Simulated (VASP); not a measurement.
# NbAl2N3 in VASP: further runs, part 2 of 2

VASP 6.6.1. Earlier steps stand in the parts before.

## (3) Relaxation of cell and atoms, PBE

This run uses another cell than the first one, of 11.67 Å³/atom, 0.939 times its volume.

Input file INCAR:

```
ALGO     = Fast           # electronic algorithm
EDIFF    = 1E-4           # SCF threshold, eV
EDIFFG   = -0.08          # ionic threshold
ENCUT    = 520            # plane-wave cutoff, eV
GGA      = PE             # functional
IBRION   = 2              # ionic algorithm
ISIF     = 3              # what is computed and relaxed
ISMEAR   = 0              # smearing method
KPAR     = 2            
LASPH    = T              # aspherical terms in the spheres
LCHARG   = F              # write CHGCAR
LREAL    = F              # projectors in reciprocal space
LWAVE    = F              # write WAVECAR
NELM     = 60             # most SCF steps
NSW      = 24             # ionic steps
PREC     = Normal         # precision mode
SIGMA    = 0.15           # smearing width, eV
```

Input file KPOINTS:

```
k-points
0
Gamma
  4 4 2
```

Input file POSCAR:

```
NbAl2N3
1.0
    3.1592154600      0.0000000000      0.0000000000
    0.0000000000      3.1592154600      0.0000000000
    0.0000000000      0.0000000000      7.0179120200
Al Nb N
2 1 3
Direct
    0.5000000000      0.0000000000      0.7398749000
    0.0000000000      0.5000000000      0.2601251000
    0.5000000000      0.5000000000      0.0000000000
    0.5000000000      0.0000000000      0.3835413500
    0.0000000000      0.5000000000      0.6164586500
    0.0000000000      0.0000000000      0.0000000000
```

Potentials or basis: VASP PAW PBE potentials, release 64 (Al, Nb_sv, N).

Started as:

```
> cat potpaw_PBE.64/Al/POTCAR potpaw_PBE.64/Nb_sv/POTCAR potpaw_PBE.64/N/POTCAR > POTCAR
> mpirun -np 2 vasp_std > vasp.out
```

OUTCAR:

```text
EDIFF = 1E-4
   EDIFFG = -0.08
   ENCUT = 520
   GGA = PE
   IBRION = 2
   ISIF = 3
   ISMEAR = 0
   LASPH = T
   LREAL = F
   NELM = 60
   NSW = 24
   PREC = Normal

 ion  position               nearest neighbor table
   1  0.500  0.000  0.740-   5 2.40   5 2.40   5 2.40   5 2.40   3 2.41   6 2.41   6 2.41   3 2.41
                             4 2.50
   2  0.000  0.500  0.260-   4 2.40   4 2.40   4 2.40   4 2.40   6 2.41   3 2.41   6 2.41   3 2.41
                             5 2.50
   3  0.500  0.500  0.000-   6 2.23   6 2.23   6 2.23   6 2.23   2 2.41   2 2.41   1 2.41   1 2.41

   4  0.500  0.000  0.384-   2 2.40   2 2.40   2 2.40   2 2.40   1 2.50
   5  0.000  0.500  0.616-   1 2.40   1 2.40   1 2.40   1 2.40   2 2.50
   6  0.000  0.000  0.000-   3 2.23   3 2.23   3 2.23   3 2.23   2 2.41   1 2.41   1 2.41   2 2.41

  LATTYP: Found a simple tetragonal cell.
 ALAT       =     3.1592154600
 C/A-ratio  =     2.2214097484

  Lattice vectors:

 A1 = (   3.1592154600,   0.0000000000,   0.0000000000)
 A2 = (   0.0000000000,   3.1592154600,   0.0000000000)
 A3 = (   0.0000000000,   0.0000000000,   7.0179120200)

Analysis of symmetry for initial positions (statically):
=====================================================================
 Subroutine PRICEL returns:
 Original cell was already a primitive cell.

 Routine SETGRP: Setting up the symmetry group for a
 simple tetragonal supercell.

 Subroutine GETGRP returns: Found  8 space group operations
 (whereof  8 operations were pure point group operations)
 out of a pool of 16 trial point group operations.

The static configuration has the point symmetry D_2d.

Analysis of symmetry for dynamics (positions and initial velocities):
=====================================================================
 Subroutine PRICEL returns:
 Original cell was already a primitive cell.

 Routine SETGRP: Setting up the symmetry group for a
 simple tetragonal supercell.

 Subroutine GETGRP returns: Found  8 space group operations
 (whereof  8 operations were pure point group operations)
 out of a pool of 16 trial point group operations.

The dynamic configuration has the point symmetry D_2d.

 Subroutine INISYM returns: Found  8 space group operations
 (whereof  8 operations are pure point group operations),
 and found     1 'primitive' translations

----------------------------------------------------------------------------------------

                                     Primitive cell

  volume of cell :      70.0433

  direct lattice vectors                    reciprocal lattice vectors
     3.159215460  0.000000000  0.000000000     0.316534283  0.000000000  0.000000000
     0.000000000  3.159215460  0.000000000     0.000000000  0.316534283  0.000000000
     0.000000000  0.000000000  7.017912020     0.000000000  0.000000000  0.142492524

  length of vectors
     3.159215460  3.159215460  7.017912020     0.316534283  0.316534283  0.142492524

  position of ions in fractional coordinates (direct lattice)
     0.500000000  0.000000000  0.739874900
     0.000000000  0.500000000  0.260125100
     0.500000000  0.500000000  0.000000000
     0.500000000  0.000000000  0.383541350
     0.000000000  0.500000000  0.616458650
     0.000000000  0.000000000  0.000000000

  ion indices of the primitive-cell ions
   primitive index   ion index
                 1           1
                 2           2
                 3           3
                 4           4
                 5           5
                 6           6

----------------------------------------------------------------------------------------

[... 52 lines left out ...]
   LSORBIT =      F    spin-orbit coupling
   LASPH  =      T    aspherical Exc in radial PAW
   ENCUT  =  520.0 eV  38.22 Ry    6.18 a.u.   5.87  5.87 13.05*2*pi/ulx,y,z
   NELM   =     60;   NELMIN=  2; NELMDL= -5     # of ELM steps
   EDIFF  = 0.1E-03   stopping-criterion for ELM
   LREAL  =      F    real-space projection
   EDIFFG = -.8E-01   stopping-criterion for IOM
   NSW    =     24    number of steps for IOM
   IBRION =      2    ionic relax: 0-MD 1-quasi-New 2-CG
   NFREE  =      1    steps in history (QN), initial steepest desc. (CG)
   ISIF   =      3    stress and relaxation
   ISYM   =      2    0-nonsym 1-usesym 2-fastsym
   POTIM  = 0.5000    time-step for ionic-motion
   TEBEG  =    0.0;   TEEND  =   0.0 temperature during run
   PSTRESS=    0.0 pullay stress
   NELECT =      34.0000    total number of electrons
   NUPDOWN=      -1.0000    fix difference up-down
   EMIN   =  10.00;   EMAX   =-10.00  energy-range for DOS
   EFERMI =   0.00;   METHOD = LEGACY
   ISMEAR =     0;   SIGMA  =   0.15  broadening in eV -4-tet -1-fermi 0-gaus
   EFERMI_NEDOS =   21; number of points for ismear=-14 and -15
   IALGO  =     68    algorithm
   IMIX   =      4    mixing-type and parameters
     AMIX     =   0.40;   BMIX     =  1.00
     AMIX_MAG =   1.60;   BMIX_MAG =  1.00
  volume/ion in A,a.u.               =      11.67        78.78
  Fermi-wavevector in a.u.,A,eV,Ry     =   1.286606  2.431333 22.522482  1.655356
  Thomas-Fermi vector in A             =   2.418671
   LORBIT       =      0    0 simple, 1 ext, 2 COOP (PROOUT), +10 PAW based schemes
   GGA     = PE    functional components
   LHFCALC =     F    Hartree Fock is set to
   AEXX    =    0.0000 exact exchange contribution
   IVDW    =     0    specifies the selected vdW correction
   LEPSILON=     F    determine dielectric tensor
   LRPA    =     F    only Hartree local field effects (RPA)
 conjugate gradient relaxation of ions
 non-spin polarized calculation
 RMM-DIIS sequential band-by-band and
 Gauss-broadening in eV      SIGMA  =   0.15
  energy-cutoff  :      520.00
  volume of cell :       70.04
 maximum number of plane-waves:      1912
   NGX = 11   NGY = 11   NGZ = 27

--------------------------------------- Ionic step        1  -------------------------------------------

 number of electron      34.0000032 magnetization

 Free energy of the ion-electron system (eV)
  ---------------------------------------------------
  ext. energy  EPLUGINS =         0.00000000
  ---------------------------------------------------
  free energy    TOTEN  =       -37.84412437 eV

  energy without entropy =      -37.78549598  energy(sigma->0) =      -37.81481017

------------------------ aborting loop because EDIFF is reached ----------------------------------------

  FORCE on cell =-STRESS in cart. coord.  units (eV):
  Direction    XX          YY          ZZ          XY          YZ          ZX
  --------------------------------------------------------------------------------------
  -------------------------------------------------------------------------------------
  Total       -7.4346756     -7.4346756      6.3420912      0.0000000      0.0000000      0.0000000
  in kB     -170.0615730   -170.0615730    145.0696795      0.0000000      0.0000000      0.0000000
  external PRESSURE =     -65.0178222 kB  Pullay stress =       0.0000000 kB
[... 101 lines left out ...]
  FREE ENERGIE OF THE ION-ELECTRON SYSTEM (eV)
  ---------------------------------------------------
  free  energy   TOTEN  =       -46.5799474605 eV

  energy  without entropy=      -46.5690863168  energy(sigma->0) =      -46.57451689

 E-fermi :  10.1322     XC(G=0): -12.0006

 val. band max:       10.0239846398   @ k =   0.2500   0.0000   0.5000
 cond. band min:      10.6761580159   @ k =   0.2500   0.0000   0.0000
 fundamental gap:      0.6521733761
 Fermi energy:        10.1322051624

 k-point     1 :       0.0000    0.0000    0.0000
  band No.  band energies     occupation
      1     -45.2256      2.00000
      2     -21.3814      2.00000
      3     -20.9182      2.00000
      4     -20.9182      2.00000
      5      -7.2333      2.00000
      6      -6.1555      2.00000
[... 277 lines left out ...]
     20      13.6152      0.00000
     21      13.6446      0.00000

[... ionic steps 4 to 11 ...]

--------------------------------------- Ionic step       12  -------------------------------------------

 number of electron      33.9999989 magnetization

------------------------ aborting loop because EDIFF is reached ----------------------------------------
[... 75 lines left out ...]
--------------------------------------- Ionic step       14  -------------------------------------------

 number of electron      33.9999990 magnetization

 Free energy of the ion-electron system (eV)
  ---------------------------------------------------
  ext. energy  EPLUGINS =         0.00000000
  ---------------------------------------------------
  free energy    TOTEN  =       -46.81883675 eV

  energy without entropy =      -46.80784475  energy(sigma->0) =      -46.81334075

 E-fermi :   9.7096     XC(G=0): -11.8239

 val. band max:        9.5909048159   @ k =   0.2500   0.0000   0.0000
 cond. band min:      10.2136747821   @ k =   0.2500   0.0000   0.5000
 fundamental gap:      0.6227699662
 Fermi energy:         9.7096173434

 k-point     1 :       0.0000    0.0000    0.0000
  band No.  band energies     occupation
      1     -45.7786      2.00000
      2     -21.9169      2.00000
      3     -21.4993      2.00000
      4     -21.4993      2.00000
      5      -7.6590      2.00000
      6      -6.3169      2.00000
[... 310 lines left out ...]
  FREE ENERGIE OF THE ION-ELECTRON SYSTEM (eV)
  ---------------------------------------------------
  free  energy   TOTEN  =       -46.8188367505 eV

  energy  without entropy=      -46.8078447454  energy(sigma->0) =      -46.81334075

 reached required accuracy - stopping structural energy minimisation
```

Run time: 37 s. Hardware: 2 MPI ranks of Intel Xeon Platinum 8488C (Sapphire Rapids), shared host; peak memory 0.14 GiB.

Results:

```yaml
Free_energy: -46.8188 eV
Relaxed_volume: 10.59 Å³/atom
Relaxed_cell: a = 2.895 Å, b = 2.895 Å, c = 7.584 Å, α = 90.00°, β = 90.00°, γ = 90.00°
Space_group_after_relaxing_to_0.05_Å: P-4m2 (No. 115)
Energy_gained_by_relaxing: 1495.8 meV/atom
Ionic_steps: 14
Pressure_after_relaxing: 0.2 GPa
Largest_force_after_relaxing: 0.047 eV/Å
Band_gap_on_the_k_mesh: none (metal or under the smearing width)
```

Forces in eV/Å, atoms in the order of the input:
```
Al   0.000  0.000 -0.047
Al   0.000  0.000  0.047
Nb   0.000  0.000  0.000
N    0.000  0.000  0.005
N    0.000  0.000 -0.005
N    0.000  0.000  0.000
```

Stress tensor (GPa, compression positive):
```
-0.04  0.00  0.00
 0.00 -0.04  0.00
 0.00  0.00  0.66
```

The path:
| step | energy change (eV) | largest force (eV/Å) | pressure (GPa) | volume (Å³) |
| --- | --- | --- | --- | --- |
| 1 | 0.0000 | 8.2260 | -6.50 | 70.04 |
| 2 | -6.9302 | 4.4132 | -9.15 | 65.08 |
| 3 | -8.7358 | 1.3004 | 6.83 | 61.78 |
| 4 | -8.7502 | 0.8523 | 10.20 | 61.33 |
| 5 | -8.6894 | 0.9010 | -15.02 | 67.67 |
| 6 | -8.9064 | 0.5236 | -3.08 | 64.13 |
| 7 | -8.9652 | 0.3073 | -0.81 | 63.39 |
| 8 | -8.9682 | 0.2129 | -0.17 | 63.19 |
| 9 | -8.9723 | 0.0444 | 1.11 | 63.07 |
| 10 | -8.9723 | 0.0342 | 1.14 | 63.07 |
| 11 | -8.9739 | 0.1145 | -0.14 | 63.62 |
| 12 | -8.9740 | 0.1013 | -0.18 | 63.56 |
| 13 | -8.9740 | 0.0885 | 0.04 | 63.48 |
| 14 | -8.9747 | 0.0469 | 0.19 | 63.56 |

Final structure:
```cif
data_structure
_symmetry_space_group_name_H-M 'P 1'
_symmetry_Int_Tables_number 1
_cell_length_a 2.8950
_cell_length_b 2.8950
_cell_length_c 7.5837
_cell_angle_alpha 90.000
_cell_angle_beta 90.000
_cell_angle_gamma 90.000
_cell_volume 63.56
loop_
_atom_site_label
_atom_site_type_symbol
_atom_site_fract_x
_atom_site_fract_y
_atom_site_fract_z
_atom_site_occupancy
Al1 Al 0.50000 0.00000 0.63286 1
Al2 Al 0.00000 0.50000 0.36714 1
Nb1 Nb 0.50000 0.50000 0.00000 1
N1 N 0.50000 0.00000 0.36310 1
N2 N 0.00000 0.50000 0.63690 1
N3 N 0.00000 0.00000 0.00000 1
```

Caveat: the k mesh is coarse (spacing up to 0.50 Å⁻¹), so the values aren't converged; the relaxation stopped at a loose force limit of 0.08 eV/Å, so its end isn't a converged minimum.
